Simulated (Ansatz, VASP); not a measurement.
# BiPb3N: VASP beside Ansatz, part 2 of 2

Aim: how closely do two programs agree when they are given the same cell, functional and k mesh? The cell is generated by rule, not measured, and may not be a known phase. The cell is taken from a series of runs on this material, whose earlier steps may have relaxed, scaled, displaced or heated it; both programs get it as it stands.

VASP 6.6.1 and Ansatz 0.2.0.

So far: The starting structure; VASP: relaxation of cell and atoms, PBE, pair 1; Ansatz: relaxation of cell and atoms, PBE, pair 1.

### 4. Comparison

Known differences besides the potentials themselves: the cutoff is 1240 eV in Ansatz and 600 eV in VASP; Ansatz adds a Pulay correction to the stress that steers its cell, VASP none. Total energies have different zeros and are not compared.

Compared:

```tsv
quantity	Ansatz	VASP	difference
volume (Å³)	215.57	214.99	+0.27 %
edge a after relaxation, in the typed setting (Å)	5.996	5.991	+0.09 %
```

### 5. Ansatz: relaxation of cell and atoms, PBE, pair 2

The relaxed volume is the usual yardstick between codes: in a stiff, nearly cubic crystal its relative difference is about their pressure difference at one cell divided by the bulk modulus.

The cell is taken from a series of runs on this material, whose earlier steps may have relaxed, scaled, displaced or heated it; both programs get it as it stands.

Input file input.yaml:

```yaml
crystal:
  lattice:
    - [5.9960515651, 0.0, 0.0]
    - [0.0, 5.9960515651, 0.0]
    - [0.0, 0.0, 5.9960515651]
  atoms:
    - { symbol: Pb, position: [0.0, 0.5, 0.5] }
    - { symbol: Pb, position: [0.5, 0.0, 0.5] }
    - { symbol: Pb, position: [0.5, 0.5, 0.0] }
    - { symbol: Bi, position: [0.5, 0.5, 0.5] }
    - { symbol: "N", position: [0.0, 0.0, 0.0] }
kpoints:
  mp_grid: { grid: [6, 6, 6] }
hamiltonian:
  xc: pbe
  pseudopotentials: { kind: nc }
scf:
  occupations: { method: methfessel_paxton, width: 0.2 }
output:
  forces: true
  stress: true
  eigenvalues: true
relax:
  adjacent_minimum: "off"
  f_tol: 0.001
  max_steps: 60
  cell: { stress_tol: 0.01 }
```

Run with:

```bash
$ ansatz run input.yaml --threads 8 --pin off --max-ram 14336MiB --backend cpu --events-out ev --progress --plain --runs-dir out
```

Numbers of over 12 decimals in the logs are rounded to 6 here.

Log:

```text
[...]
Crystal: 5 atoms, lattice volume = 215.574 Å³
Basis set: ecut = 1240 eV, 21367 PW (Γ), exchange–correlation on 144×144×144 points (8 copies of the dense FFT grid, shifted against one another)
Bands: 38, of which v1, the nominal top of the filled ones, is band 31 counted from 1 (30 counted from 0)
Symmetry: 48 space group operations
[...]
k-points: 20 of 216
[...]
--- Relaxed structure (3 steps of the walk, 3 accepted, 1 SCFs on fresh bases) ---
[...]
cell:  # Å, volume = 214.9913 Å³
    - [5.990645, 0, 0.0]
    - [0, 5.990645, 0]
    - [0.0, 0, 5.990645]
  atoms:
    - { symbol: Pb, position: [0, 0.5, 0.5] }
    - { symbol: Pb, position: [0.5, 0, 0.5] }
    - { symbol: Pb, position: [0.5, 0.5, 0] }
    - { symbol: Bi, position: [0.5, 0.5, 0.5] }
    - { symbol: N, position: [0, 0, 0] }
[key lines of the parts left out:]
SCF converged after 11 iterations
Free energy (F): -9609.439076 eV
Fermi energy:    4.992559 eV
P = ⅓ Tr σ = -0.0001 GPa (-0.001 kbar)
```

### 6. VASP: relaxation of cell and atoms, PBE, pair 2

The same cell, functional, mesh and smearing now go to VASP, with its own data sets.

Input file INCAR:

```
SYSTEM = BiPb3N
PREC = Accurate
ENCUT = 600
EDIFF = 1E-07
NELM = 120
ISMEAR = 1
SIGMA = 0.2
LREAL = .FALSE.
ALGO = Normal
GGA = PE
NBANDS = 38
LORBIT = 11
LWAVE = .FALSE.
LCHARG = .FALSE.
ISIF = 3
IBRION = 2
NSW = 80
EDIFFG = -0.005
LASPH = .TRUE.
GGA_COMPAT = .FALSE.
NELMIN = 4
KPAR = 2
```

Input file POSCAR:

```
BiPb3N
1.0
    5.9960520000      0.0000000000      0.0000000000
    0.0000000000      5.9960520000      0.0000000000
    0.0000000000      0.0000000000      5.9960520000
Pb Bi N
3 1 1
Direct
    0.0000000000      0.5000000000      0.5000000000
    0.5000000000      0.0000000000      0.5000000000
    0.5000000000      0.5000000000      0.0000000000
    0.5000000000      0.5000000000      0.5000000000
    0.0000000000      0.0000000000      0.0000000000
```

Input file KPOINTS:

```
Automatic mesh
0
Gamma
6 6 6
0 0 0
```

The projector-augmented-wave data sets are Pb_d, Bi_d and N (PBE family, release 64).

Run with:

```bash
$ mpirun -np 2 vasp_std
```

Log:

```text
[... set-up lines as in an earlier step ...]
 entering main loop
       N       E                     dE             d eps       ncg     rms          rms(c)
DAV:   1     0.732886892401E+03    0.73289E+03   -0.31657E+04  1520   0.187E+03
DAV:   2     0.714474984194E+02   -0.66144E+03   -0.64907E+03  1526   0.497E+02
DAV:   3    -0.118459235306E+02   -0.83293E+02   -0.78184E+02  1928   0.204E+02
DAV:   4    -0.185139657541E+02   -0.66680E+01   -0.64637E+01  1730   0.561E+01
[...]
DAV:  22    -0.140790010212E+02    0.21839E-05   -0.12869E-05  1530   0.678E-03    0.143E-03
DAV:  23    -0.140790013376E+02   -0.31645E-06   -0.93718E-07  1352   0.353E-03    0.355E-03
DAV:  24    -0.140790012744E+02    0.63236E-07   -0.86425E-08   930   0.135E-03
   1 F= -.14079001E+02 E0= -.14084864E+02  d E =-.140790E+02
[...]
N       E                     dE             d eps       ncg     rms          rms(c)
DAV:   1    -0.140958837718E+02   -0.16882E-01   -0.50055E-01  1878   0.852E+00    0.754E-01
DAV:   2    -0.141121585014E+02   -0.16275E-01   -0.16777E-01  1708   0.222E+00    0.181E+00
DAV:   3    -0.140814517109E+02    0.30707E-01   -0.14176E-01  1866   0.552E-01    0.377E-01
DAV:   4    -0.140793837769E+02    0.20679E-02   -0.11021E-02  1896   0.103E+00    0.245E-02
[...]
DAV:   9    -0.140794155174E+02    0.10670E-05   -0.22608E-07  1208   0.359E-03    0.303E-04
DAV:  10    -0.140794156245E+02   -0.10709E-06   -0.22612E-08   850   0.136E-03    0.944E-05
DAV:  11    -0.140794155646E+02    0.59842E-07   -0.72014E-09   838   0.107E-03
   2 F= -.14079416E+02 E0= -.14085149E+02  d E =-.414290E-03
 trial-energy change:   -0.000414  1 .order   -0.000411   -0.000753   -0.000068
 step:   1.0963(harm=  1.0995)  dis= 0.00000  next Energy=   -14.079419 (dE=-0.418E-03)
 reached required accuracy - stopping structural energy minimisation
```

OUTCAR, selected parts (step 6):

```text
  Total       -0.0145967     -0.0145967     -0.0145967     -0.0000000      0.0000000      0.0000000
  in kB       -0.1089934     -0.1089934     -0.1089934     -0.0000000      0.0000000      0.0000000
  external PRESSURE =      -0.1089934 kB  Pullay stress =       0.0000000 kB

 POSITION                                       TOTAL-FORCE (eV/Angst)
 -----------------------------------------------------------------------------------
     -0.00000      2.99336      2.99336         0.000000     -0.000000      0.000000
      2.99336     -0.00000      2.99336        -0.000000     -0.000000      0.000000
      2.99336      2.99336     -0.00000        -0.000000      0.000000      0.000000
      2.99336      2.99336      2.99336         0.000000     -0.000000      0.000000
      0.00000      0.00000      0.00000        -0.000000      0.000000      0.000000
 -----------------------------------------------------------------------------------
    total drift:                                0.000000     -0.000000     -0.000000

  FREE ENERGIE OF THE ION-ELECTRON SYSTEM (eV)
  ---------------------------------------------------
  free  energy   TOTEN  =       -14.0794155646 eV

  energy  without entropy=      -14.0966165266  energy(sigma->0) =      -14.08514922

[... 2 parts as in an earlier step ...]

[... 2 further parts left out ...]
[key lines of the parts left out:]
E-fermi :   2.5814
```

### 7. Side by side

Compared:

```tsv
quantity	Ansatz	VASP	difference
volume (Å³)	214.99	214.57	+0.20 %
edge a after relaxation, in the typed setting (Å)	5.991	5.987	+0.07 %
```

### 8. VASP: relaxation of cell and atoms, PBE, pair 3

The relaxed volume is the usual yardstick between codes: in a stiff, nearly cubic crystal its relative difference is about their pressure difference at one cell divided by the bulk modulus. Its start cell is another than that of the pair before, and may be another structure of the material.

INCAR is that of step 6.

Input file POSCAR:

```
BiPb3N
1.0
    4.8334950000      0.0000000000      0.0000000000
    0.0000000000      4.8334950000      0.0000000000
    0.0000000000      0.0000000000      7.5894220000
Pb Bi N
3 1 1
Direct
    0.0000000000      0.4999998966      0.3444152928
    0.4999998966      0.4999998966      0.0289817854
    0.4999998966      0.0000000000      0.3444152928
    0.4999998966      0.4999998966      0.6278561134
    0.0000000000      0.0000000000      0.2477067424
```

Input file KPOINTS:

```
Automatic mesh
0
Gamma
8 8 6
0 0 0
```

Run with:

```bash
$ mpirun -np 2 vasp_std
```

Log:

```text
[... set-up lines as in an earlier step ...]
 entering main loop
       N       E                     dE             d eps       ncg     rms          rms(c)
DAV:   1     0.781464379982E+03    0.78146E+03   -0.32785E+04  4560   0.200E+03
DAV:   2     0.781921999680E+02   -0.70327E+03   -0.68892E+03  4590   0.533E+02
DAV:   3    -0.156134996846E+02   -0.93806E+02   -0.89856E+02  5678   0.224E+02
DAV:   4    -0.227114825003E+02   -0.70980E+01   -0.69235E+01  5482   0.602E+01
[...]
DAV:  17    -0.191111615467E+02    0.44239E-05   -0.34801E-05  6852   0.224E-02    0.440E-03
DAV:  18    -0.191111629677E+02   -0.14210E-05   -0.44081E-06  5166   0.108E-02    0.636E-03
DAV:  19    -0.191111629461E+02    0.21674E-07   -0.90196E-07  4798   0.489E-03
   1 F= -.19111163E+02 E0= -.19110624E+02  d E =-.191112E+02
[... from here on, the cycles between the ionic steps are left out ...]
   2 F= -.19111685E+02 E0= -.19111224E+02  d E =-.522358E-03
   3 F= -.19111874E+02 E0= -.19111502E+02  d E =-.711065E-03
   8 F= -.19113410E+02 E0= -.19113798E+02  d E =-.456215E-03
   9 F= -.19113410E+02 E0= -.19113793E+02  d E =-.456538E-03
  10 F= -.19113444E+02 E0= -.19113818E+02  d E =-.333624E-04
  11 F= -.19113459E+02 E0= -.19113822E+02  d E =-.488239E-04
  12 F= -.19113479E+02 E0= -.19113836E+02  d E =-.198899E-04
  13 F= -.19113489E+02 E0= -.19113840E+02  d E =-.302013E-04
  14 F= -.19113486E+02 E0= -.19113826E+02  d E =-.272567E-04
  15 F= -.19113492E+02 E0= -.19113839E+02  d E =-.327156E-04
  16 F= -.19113492E+02 E0= -.19113838E+02  d E =-.325185E-04
  17 F= -.19113495E+02 E0= -.19113841E+02  d E =-.350470E-05
 trial-energy change:   -0.000004  1 .order   -0.000003   -0.000004   -0.000003
 step:   3.0113(harm=  3.0113)  dis= 0.00103  next Energy=   -19.113498 (dE=-0.631E-05)
 reached required accuracy - stopping structural energy minimisation
```

OUTCAR, selected parts (step 8):

```text
  Total        0.0029219      0.0029219      0.0086794      0.0000000      0.0000000      0.0000000
  in kB        0.0265610      0.0265610      0.0788986      0.0000000      0.0000000      0.0000000
  external PRESSURE =       0.0440068 kB  Pullay stress =       0.0000000 kB

 POSITION                                       TOTAL-FORCE (eV/Angst)
 -----------------------------------------------------------------------------------
      0.00000      2.39974      2.64531         0.000000     -0.000000      0.002172
      2.39974      2.39974      0.21828         0.000000      0.000000      0.001959
      2.39974      0.00000      2.64531         0.000000      0.000000      0.002172
      2.39974      2.39974      4.81944         0.000000     -0.000000     -0.003548
      0.00000      0.00000      1.86325         0.000000      0.000000     -0.002754
 -----------------------------------------------------------------------------------
    total drift:                                0.001344      0.001344     -0.000637

  FREE ENERGIE OF THE ION-ELECTRON SYSTEM (eV)
  ---------------------------------------------------
  free  energy   TOTEN  =       -19.1134951424 eV

  energy  without entropy=      -19.1145318654  energy(sigma->0) =      -19.11384072

[... 1 part as in an earlier step ...]

[... 3 further parts left out ...]
[key lines of the parts left out:]
E-fermi :   4.0050
```

### 9. Ansatz: relaxation of cell and atoms, PBE, pair 3

The same cell, functional, mesh and smearing now go to Ansatz, which takes its cutoff from its data sets.

The cell is taken from a series of runs on this material, whose earlier steps may have relaxed, scaled, displaced or heated it; both programs get it as it stands.

input.yaml, the sections that differ from step 5:

```yaml
crystal:
  lattice:
    - [4.8334947259, 0.0, 0.0]
    - [0.0, 4.8334947259, 0.0]
    - [0.0, 0.0, 7.5894219398]
  atoms:
    - { symbol: Pb, position: [0.0, 0.5, 0.3444152938] }
    - { symbol: Pb, position: [0.5, 0.5, 0.0289817439] }
    - { symbol: Pb, position: [0.5, 0.0, 0.3444152938] }
    - { symbol: Bi, position: [0.5, 0.5, 0.6278560554] }
    - { symbol: "N", position: [0.0, 0.0, 0.2477067152] }
kpoints:
  mp_grid: { grid: [8, 8, 6] }
# hamiltonian, scf, output, relax: as in step 5
```

Run with:

```bash
$ ansatz run input.yaml --threads 8 --pin off --max-ram 14336MiB --backend cpu --events-out ev --progress --plain --runs-dir out
```

Log:

```text
[...]
Crystal: 5 atoms, lattice volume = 177.309 Å³
Basis set: ecut = 1240 eV, 17539 PW (Γ), exchange–correlation on 120×120×180 points (8 copies of the dense FFT grid, shifted against one another)
Bands: 38, of which v1, the nominal top of the filled ones, is band 31 counted from 1 (30 counted from 0)
Symmetry: 8 space group operations
[...]
cell:  # Å, volume = 176.5867 Å³
    - [4.800643, 0, 6.282426621384226e-18]
    - [0, 4.800643, 0]
    - [9.864495388818067e-18, 0, 7.662301]
  atoms:
    - { symbol: Pb, position: [4.014527162977156e-19, 0.5, 0.345731] }
    - { symbol: Pb, position: [0.5, 0.5, 0.028384] }
    - { symbol: Pb, position: [0.5, 0, 0.345731] }
    - { symbol: Bi, position: [0.5, 0.5, 0.629795] }
    - { symbol: N, position: [-1.212176982993823e-18, 0, 0.243733] }
[key lines of the parts left out:]
SCF converged after 9 iterations
Free energy (F): -9614.483320 eV
Fermi energy:    6.939674 eV
P = ⅓ Tr σ = 0.0016 GPa (0.016 kbar)
```

### 10. Comparison

Both answers:

```tsv
quantity	Ansatz	VASP	difference
volume (Å³)	176.59	176.25	+0.19 %
edge a after relaxation, in the typed setting (Å)	4.801	4.800	+0.02 %
edge c after relaxation, in the typed setting (Å)	7.662	7.651	+0.14 %
```

### 11. What came out

| Quantity | Value |
| --- | --- |
| difference in volume (relaxation of cell and atoms, PBE, pair 1) | 0.27 % |
| difference in volume (relaxation of cell and atoms, PBE, pair 2) | 0.20 % |
| difference in volume (relaxation of cell and atoms, PBE, pair 3) | 0.19 % |

The difference in volume is 0.27 % (relaxation of cell and atoms, PBE, pair 1), within the 1.2 % picked in this series as the mark of a large difference, as far as the stopping tolerances let one tell. 1 further run of this series is not shown here. How closely two codes agree says nothing of how well the functional describes the real material.

[Lines on the potential files, build, host, timing and source positions are cut from VASP's logs without a mark.]

[Logs are printed without paths, hosts, clocks, repeated set-up lines and the standing remarks that a program may print on its own settings, such as how far it seeks lower states.]

[Hosts, paths, dates, database ids (printed as entryN), source tags and the programs' standing remarks are cut or masked in the printed files.]
